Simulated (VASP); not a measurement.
Runs of VASP 6.6.1 on ClInIH. The cell holds a molecule in a box, 4 atoms: a = 12.000 Å, b = 13.000 Å, c = 11.000 Å, α = 90.00°, β = 90.00°, γ = 90.00°. 

```csv
task,level,cell,gap on the mesh (eV),largest force (eV/Å)
single point,PBE,"atoms moved at random, drawn with an rms of 0.05 Å",3.44,1.42
relaxation of the atoms,PBE,"atoms relaxed from: atoms moved at random, drawn with an rms of 0.02 Å",3.80,0.01
single point,PBE,as given,3.95,0.32
atomic charges,PBE+TS,as given,3.95,0.31
single point,PBE+D4,as given,3.95,(a)
electron localisation function,PBE,as given,3.95,0.32
```

Alike in all rows: potentials or basis VASP PAW PBE potentials, release 64 (Cl, In_d, I, H); no spin polarisation; k mesh 1 × 1 × 1; cutoff (eV) 520; smearing gaussian 0.01 eV.

Task: Estimate the missing entries.

Result: (a) 0.30.

Caveats: spin-orbit coupling is left out, which moves the levels of the heavy elements.

A k mesh can miss the band edges, and the runs leave out spin-orbit coupling on I, In.
